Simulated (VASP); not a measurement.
Wanted: the native input for a VASP 6.6.1 run.

* Task: relaxation of cell and atoms
* Functional: PBEsol
* Potentials or basis: VASP PAW PBE potentials, release 64 (Ga_d, Al, O)
* Cutoff: 600 eV
* k mesh: 2 × 2 × 2
* Occupations: gaussian, width 0.02 eV
* Spin: no spin polarisation
* Further INCAR settings: ALGO = Fast; EDIFF = 1e-06; IBRION = 2; EDIFFG = -0.01; NSW = 60; ISIF = 3

The structure of AlGa3O6 lies in POSCAR:

```
AlGa3O6
1.0
   -2.4658782700      4.2710264500      0.0000000000
   -4.9317565400      0.0000000000      0.0000000000
   -2.4658782700      1.4236754800      4.4873951700
Ga Al O
3 1 6
Direct
    0.3520960000      0.3520960000      0.9437120000
    0.1479040000      0.1479040000      0.5562880000
    0.8520960000      0.8520960000      0.4437120000
    0.6479040000      0.6479040000      0.0562880000
    0.2500000000      0.5561455000      0.2500000000
    0.4438545000      0.0561455000      0.7500000000
    0.5561455000      0.9438545000      0.2500000000
    0.9438545000      0.2500000000      0.2500000000
    0.0561455000      0.7500000000      0.7500000000
    0.7500000000      0.4438545000      0.7500000000
```

The cell comes from a database or a generator and needn't be the stable form of this composition.

The input as run:

INCAR

```
  ALGO = Fast
  EDIFF = 1E-6
  EDIFFG = -0.01
  ENCUT = 600
  GGA = PS
  IBRION = 2
  ISIF = 3
  ISMEAR = 0
  KPAR = 2
  LASPH = T
  LCHARG = F
  LREAL = F
  LWAVE = F
  NELM = 60
  NSW = 60
  PREC = Accurate
  SIGMA = 0.02
```

KPOINTS

```
k-points
0
Gamma
  2 2 2
```

Potentials or basis: VASP PAW PBE potentials, release 64 (Ga_d, Al, O).

Command:

```console
$ cat potpaw_PBE.64/Ga_d/POTCAR potpaw_PBE.64/Al/POTCAR potpaw_PBE.64/O/POTCAR > POTCAR
$ mpirun -np 4 vasp_std > vasp.out
```

Results of the run:

```
Relaxed volume                         : 9.41 Å³/atom
Relaxed cell                           : a = 4.947 Å, b = 4.947 Å, c = 5.277 Å, α = 62.05°, β = 62.05°, γ = 60.00°
Space group after relaxing (to 0.05 Å) : R3 (No. 146)
Energy gained by relaxing              : 21.2 meV/atom
Ionic steps                            : 11
Pressure after relaxing                : 0.0 GPa
Largest force after relaxing           : 0.007 eV/Å
Band gap on the k mesh                 : 3.47 eV, indirect (least direct gap 3.51 eV)
```

Caveat: the k mesh is coarse (spacing up to 0.77 Å⁻¹), so the values aren't converged; the PAW data sets were made with another functional, which shifts forces and pressure a little.

It took 120 s on 4 MPI ranks on Intel(R) Xeon(R) Platinum 8488C (Sapphire Rapids) (shared host), peak memory 0.19 GiB a rank.
